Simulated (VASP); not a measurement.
The input files of a VASP run:

INCAR:
```
ALGO = Normal
EDIFF = 1E-6
EDIFFG = -0.02
ENCUT = 400
IBRION = 2
ISIF = 3
ISMEAR = 0
LASPH = .TRUE.
LCHARG = .FALSE.
LMAXMIX = 4
LMIXTAU = .TRUE.
LREAL = .FALSE.
LWAVE = .FALSE.
METAGGA = R2SCAN
NELM = 100
NSW = 60
PREC = Accurate
SIGMA = 0.05
SYSTEM = Se
```

**KPOINTS**
```
Automatic mesh
0
Gamma
6 6 4
0 0 0
```

File POSCAR:
```
Se
1
    2.0424328543    -3.5375974630     0.0000000000
    2.0424328543     3.5375974630    -0.0000000000
    0.0000000000     0.0000000000     5.0746580198
Se
3
Direct
  1.0000000000   0.2470480923   0.6666670000
  0.7529519077   0.7529519077   0.0000000000
  0.2470480923   1.0000000000   0.3333330000
```

POTCAR, in this order: Se (PBE.64 set). Program: vasp_std.

### Question
Write an equivalent input for Ansatz.

### Answer
One equivalent input (not run):
Ansatz 0.2 input:
```yaml
crystal:
  lattice:
    - [2.0424329, -3.5375975, 0.0000000]
    - [2.0424329, 3.5375975, 0.0000000]
    - [0.0000000, 0.0000000, 5.0746580]
  atoms:
    - { symbol: Se, position: [1.0000000, 0.2470481, 0.6666670] }
    - { symbol: Se, position: [0.7529519, 0.7529519, 0.0000000] }
    - { symbol: Se, position: [0.2470481, 1.0000000, 0.3333330] }
kpoints:
  mp_grid: { grid: [6, 6, 4] }
hamiltonian:
  xc: r2scan
  pseudopotentials: { kind: paw }
scf:
  occupations: { method: gaussian, width: 0.05 }
  max_iter: 100
relax:
  max_steps: 60
  f_tol: 0.02
  cell: {}
output: { forces: true, stress: true, eigenvalues: true }
```
Limits of the translation: each code has its own PAW files, so the cut-off isn't converted (ENCUT is set for VASP's; basis.ecutwfc is left out, and Ansatz then takes the one that its files recommend); Ansatz stops its SCF on the density residual and VASP on the energy change (EDIFF).

The compound is Se in the trig structure. This run relaxes it. Symmetry was kept, so distortions that lower it aren't found. The start is the result of an earlier pass.
